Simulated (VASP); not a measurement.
Input:

```cif
data_AlFe
_chemical_formula_sum 'Al1 Fe1'
_space_group_name_H-M_alt 'Pm-3m'
_space_group_IT_number 221
_space_group_name_Hall '-P 4 2 3'
_cell_length_a 2.83983
_cell_length_b 2.83983
_cell_length_c 2.83983
_cell_angle_alpha 90.000
_cell_angle_beta 90.000
_cell_angle_gamma 90.000
loop_
_atom_site_label
_atom_site_type_symbol
_atom_site_symmetry_multiplicity
_atom_site_Wyckoff_symbol
_atom_site_fract_x
_atom_site_fract_y
_atom_site_fract_z
_atom_site_occupancy
Al1 Al 1 b 0.50000 0.50000 0.50000 1
Fe1 Fe 1 a 0.00000 0.00000 0.00000 1
```

Computed with PBEsol GGA, VASP's PBE PAW potentials (set 64) (plane waves; VASP). Numerical set-up: 480 eV cut-off, 12×12×12 Γ-centred mesh, first-order Methfessel-Paxton smearing of 0.10 eV, potentials Al Fe.

Each relaxation starts from this cell; other phases were not tried.

### Question
The cell is relaxed at 10 GPa. What happens?

### Answer
The volume per atom goes from 11.45 to 10.94 Å³ (-4.4 %), and the cell becomes a = b = c = 2.7973 Å, α = β = γ = 90.00°, space group Pm-3m.

### Question
The cell is relaxed at 15 GPa. What happens?

### Answer
The volume per atom goes from 11.45 to 10.72 Å³ (-6.4 %), and the cell becomes a = 2.778 Å, b = 2.778 Å, c = 2.778 Å, α = 90.00°, β = 90.00°, γ = 90.00°, space group Pm-3m.

Failed runs are left out, and for metals the shear rows, which the mesh's noise covers.

The compound is FeAl in the CsCl type structure. The run is not spin-polarised, so no magnetic state was tried. The electron count is odd and the run is not spin-polarised, which forces a metal.
